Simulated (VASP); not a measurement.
Here is a VASP 6.6.1 calculation.

File INCAR:

```
SYSTEM = BeCd2S3
ALGO     = Normal         ! electronic algorithm
EDIFF    = 1E-6           ! SCF threshold, eV
ENCUT    = 520            ! plane-wave cutoff, eV
ISIF     = 2              ! what is computed and relaxed
ISMEAR   = 0              ! smearing method
KPAR     = 4            
LASPH    = .TRUE.         ! aspherical terms in the spheres
LCHARG   = .FALSE.        ! write CHGCAR
LMIXTAU  = .TRUE.       
LREAL    = .FALSE.        ! projectors in reciprocal space
LWAVE    = .FALSE.        ! write WAVECAR
METAGGA  = R2SCAN         ! meta-GGA
NELM     = 150            ! most SCF steps
PREC     = Accurate       ! precision mode
SIGMA    = 0.03           ! smearing width, eV
```

KPOINTS

```
k-points
0
G
  8 8 8
  0 0 0
```

File POSCAR:

```
BeCd2S3
1.0
   -1.9359800000      5.8871500000      2.8410200000
    1.9359800000     -5.8871500000      2.8410200000
    1.9359800000      5.8871500000     -2.8410200000
Be Cd S
1 2 3
Direct
    0.9899860000      0.9899860000      0.0000000000
    0.6523310000      0.9928550000      0.6594760000
    0.3333790000      0.9928550000      0.3405240000
    0.1877970000      0.6877970000      0.5000000000
    0.6353970000      0.7832960000      0.8521010000
    0.9311950000      0.7832960000      0.1478990000
```

Potentials or basis: VASP PAW PBE potentials, release 64 (Be, Cd, S).

Run with:

```bash
$ cat potpaw_PBE.64/Be/POTCAR potpaw_PBE.64/Cd/POTCAR potpaw_PBE.64/S/POTCAR > POTCAR
$ mpirun -np 4 vasp_std > vasp.out
```

(1) What does it give for the band gap on the k mesh?

(2) Predict the largest force.

(3) Predict the pressure.

Answers

(1) 2.13 eV, direct.

(2) 0.138 eV/Å.

(3) -1.2 GPa.

Caveat: the PAW data sets were made with another functional, which shifts forces and pressure a little.
